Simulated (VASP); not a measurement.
Level of theory: PBE GGA, VASP's PBE PAW potentials (set 64) (plane waves; VASP).

The input files of a VASP run:

INCAR:
```
! general
SYSTEM  = Fe
PREC    = Accurate
ENCUT   = 400
LREAL   = F   ! projection in real space or not
LASPH   = T

! electronic loop
EDIFF   = 1E-6
NELM    = 100   ! most electronic steps
ALGO    = Normal
LMAXMIX = 4   ! l cut-off of mixed one-centre charges

! smearing
ISMEAR  = 1   ! Methfessel-Paxton
SIGMA   = 0.1

! functional
GGA     = PE

! spin
ISPIN   = 1

! ions
ISIF    = 2

! output
LWAVE   = F
LCHARG  = F
LORBIT  = 10
```

**KPOINTS**
```
Automatic mesh
0
Gamma
16 16 16
0 0 0
```

POSCAR:
```
Fe
1.0
 -1.4637000000   1.4637000000   1.4637000000
  1.4637000000  -1.4637000000   1.4637000000
  1.4637000000   1.4637000000  -1.4637000000
Fe
1
Cart
  0.0000000000   0.0000000000   0.0000000000
```

POTCAR, in this order: Fe (PBE.64 set). Program: vasp_std.

The run wrote:

File OUTCAR:
```
 ion  position               nearest neighbor table
   1  0.000  0.000  0.000-
  LATTYP: Found a body centered cubic cell.
 ALAT       =     2.9274000000
 Subroutine PRICEL returns:
 Original cell was already a primitive cell.
 Subroutine GETGRP returns: Found 48 space group operations
The static configuration has the point symmetry O_h .
The dynamic configuration has the point symmetry O_h .
 Subroutine INISYM returns: Found 48 space group operations
 Subroutine IBZKPT returns following result:
 Found    145 irreducible k-points:

 Following reciprocal coordinates:
            Coordinates               Weight
  0.000000  0.000000  0.000000      1.000000
  0.062500  0.000000  0.000000     12.000000
  0.125000  0.000000  0.000000     12.000000
  0.187500  0.000000  0.000000     12.000000
  0.250000  0.000000  0.000000     12.000000
  0.312500  0.000000  0.000000     12.000000
  0.375000  0.000000  0.000000     12.000000
  0.437500  0.000000  0.000000     12.000000
  0.500000  0.000000  0.000000      6.000000
  0.062500  0.062500  0.000000     24.000000
  0.125000  0.062500  0.000000     48.000000
  0.187500  0.062500  0.000000     48.000000
  0.250000  0.062500  0.000000     48.000000
  0.312500  0.062500  0.000000     48.000000
  0.375000  0.062500  0.000000     48.000000
  0.437500  0.062500  0.000000     48.000000
  0.125000  0.125000  0.000000     24.000000
  0.187500  0.125000  0.000000     48.000000
  0.250000  0.125000  0.000000     48.000000
  0.312500  0.125000  0.000000     48.000000
  0.375000  0.125000  0.000000     48.000000
  0.437500  0.125000  0.000000     24.000000
  0.187500  0.187500  0.000000     24.000000
  0.250000  0.187500  0.000000     48.000000
  0.312500  0.187500  0.000000     48.000000
...
```

**OSZICAR**
```
       N       E                     dE             d eps       ncg     rms          rms(c)
DAV:   1     0.892949725868E+01    0.89295E+01   -0.36758E+03  2432   0.102E+03
DAV:   2    -0.895513203535E+01   -0.17885E+02   -0.17492E+02  2368   0.114E+02
DAV:   3    -0.907678236144E+01   -0.12165E+00   -0.12153E+00  3048   0.131E+01
DAV:   4    -0.907740653833E+01   -0.62418E-03   -0.62415E-03  2704   0.778E-01
DAV:   5    -0.907741419904E+01   -0.76607E-05   -0.76594E-05  2984   0.674E-02    0.103E+01
DAV:   6    -0.775398658309E+01    0.13234E+01   -0.19791E+01  2360   0.740E+01    0.387E+00
DAV:   7    -0.753320258977E+01    0.22078E+00   -0.19914E+00  2344   0.220E+01    0.792E-01
DAV:   8    -0.752072866304E+01    0.12474E-01   -0.19984E-02  3200   0.173E+00    0.307E-01
DAV:   9    -0.751736220207E+01    0.33665E-02   -0.23918E-03  3112   0.405E-01    0.667E-02
DAV:  10    -0.751736958249E+01   -0.73804E-05   -0.16886E-05  3040   0.508E-02    0.231E-02
DAV:  11    -0.751736855182E+01    0.10307E-05   -0.11508E-06  1424   0.183E-02    0.887E-04
DAV:  12    -0.751736857773E+01   -0.25907E-07   -0.44136E-08  1232   0.380E-03
   1 F= -.75173686E+01 E0= -.75174330E+01  d E =0.193235E-03
```

OUTCAR:
```
------------------------ aborting loop because EDIFF is reached ----------------------------------------
  FORCE on cell =-STRESS in cart. coord.  units (eV):
  Direction    XX          YY          ZZ          XY          YZ          ZX
  --------------------------------------------------------------------------------------
  Total       -2.5291872     -2.5291872     -2.5291872      0.0000000      0.0000000     -0.0000000
  in kB     -323.0541655   -323.0541655   -323.0541655      0.0000000      0.0000000     -0.0000000
  external PRESSURE =    -323.0541655 kB  Pullay stress =       0.0000000 kB
  volume of cell :       12.54
      direct lattice vectors                 reciprocal lattice vectors
    -1.463700000  1.463700000  1.463700000     0.000000000  0.341600055  0.341600055
     1.463700000 -1.463700000  1.463700000     0.341600055  0.000000000  0.341600055
     1.463700000  1.463700000 -1.463700000     0.341600055  0.341600055  0.000000000
 POSITION                                       TOTAL-FORCE (eV/Angst)
 -----------------------------------------------------------------------------------
      0.00000      0.00000      0.00000        -0.000000     -0.000000      0.000000
 -----------------------------------------------------------------------------------
    total drift:                                0.000000     -0.000000      0.000000
  FREE ENERGIE OF THE ION-ELECTRON SYSTEM (eV)
  ---------------------------------------------------
  free  energy   TOTEN  =        -7.5173685777 eV

  energy  without entropy=       -7.5175618128  energy(sigma->0) =       -7.51743299

 total charge

# of ion       s       p       d       tot
------------------------------------------
    1        0.437   0.445   6.192   7.074
```
(Selected blocks of OUTCAR.)

The compound is Fe in the bcc structure. The cell was not relaxed at this level. The run is one of a series of settings (ISPIN = 1, the spin start removed against the base run), some of them coarse on purpose. The run is not spin-polarised, so no magnetic state was tried.
